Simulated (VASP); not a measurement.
All values below come from PBE GGA with D3 dispersion (zero damping), VASP's PBE PAW potentials (set 64) (plane waves; VASP).

Input for VASP

INCAR:
```
SIGMA  =  0.05   # width (eV)
IVDW  =  11   # D3, zero damping
SYSTEM  =  HgTe
LMAXMIX  =  6
ENCUT  =  520
ALGO  =  Normal
IBRION  =  2   # conjugate gradients
NSW  =  60
EDIFF  =  1E-6   # SCF stop (eV)
EDIFFG  =  -0.01   # ionic stop
ISIF  =  3   # ions, shape and volume
PREC  =  Accurate
GGA  =  PE   # PBE
NELM  =  100   # most electronic steps
LCHARG  =  .FALSE.
LASPH  =  .TRUE.
LWAVE  =  .FALSE.
LREAL  =  .FALSE.
ISMEAR  =  0   # Gaussian
```

**KPOINTS**
```
Automatic
0
Gamma
 7 7 7
0 0 0
```

File POSCAR:
```
HgTe
1.0
  0.0000000000   3.2300000000   3.2300000000
  3.2300000000   0.0000000000   3.2300000000
  3.2300000000   3.2300000000   0.0000000000
Hg Te
1 1
Direct
  0.0000000000   0.0000000000   0.0000000000
  0.2500000000   0.2500000000   0.2500000000
```

POTCAR, in this order: Hg Te (PBE.64 set). Program: vasp_std.

Energy and stress use the plane-wave basis of the starting cell. Unless said otherwise, spin-orbit coupling is left out, though it shifts the bands of the heavy elements here.

### Question
What does the run give for the energy per atom (σ→0), dispersion energy, volume per atom, band gap (on the k-mesh)?

### Answer

- energy per atom (σ→0): -2.102 eV/atom
- dispersion energy: -0.577 eV
- band gap (on the k-mesh): none (metal, semimetal or under 0.01 eV)
- volume per atom: 35.14 Å³/atom

**OSZICAR**
```
...
DAV:   2    -0.363061754059E+01    0.27143E-01   -0.71458E-02   550   0.403E+00    0.413E-01
DAV:   3    -0.362791845837E+01    0.26991E-02   -0.80779E-03   540   0.871E-01    0.404E-01
DAV:   4    -0.362754546823E+01    0.37299E-03   -0.94747E-04   550   0.267E-01    0.596E-02
DAV:   5    -0.362751457595E+01    0.30892E-04   -0.15459E-04   563   0.160E-01    0.587E-02
DAV:   6    -0.362752019741E+01   -0.56215E-05   -0.29382E-05   555   0.561E-02    0.225E-02
DAV:   7    -0.362751858391E+01    0.16135E-05   -0.61217E-06   565   0.322E-02    0.398E-03
DAV:   8    -0.362751900309E+01   -0.41918E-06   -0.75374E-07   405   0.766E-03
   3 F= -.42043658E+01 E0= -.42042534E+01  d E =-.158824E-01
```

The compound is HgTe in the zinc blende structure. This run relaxes it. Symmetry was kept, so distortions that lower it aren't found.
